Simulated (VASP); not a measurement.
Input:

```
CSi
1.0
    1.55096    -2.68635     0.00000
    1.55096     2.68635     0.00000
    0.00000     0.00000     5.09356
Si C
2 2
Direct
  0.66667   0.33333   0.49961
  0.33333   0.66667   0.99961
  0.66667   0.33333   0.87539
  0.33333   0.66667   0.37539
```

Level of theory: PBE GGA with D4 dispersion, VASP's PBE PAW potentials (set 64) (plane waves; VASP). Settings: 520 eV cut-off, 8×8×5 Γ-centred mesh, Gaussian smearing of 0.050 eV, potentials Si C.

Task: Predict the energy per atom (σ→0), pressure.

Result: 
```json
{
 "energy per atom (σ→0)": "-7.848 eV/atom",
 "pressure": "-6.18 GPa"
}
```

Total energies compare only between runs with the same potentials, cut-off and functional.

The compound is SiC in the wurtzite structure, the rare 2H polytype. This cell is one point of a volume scan, at 1.03 of the reference volume.
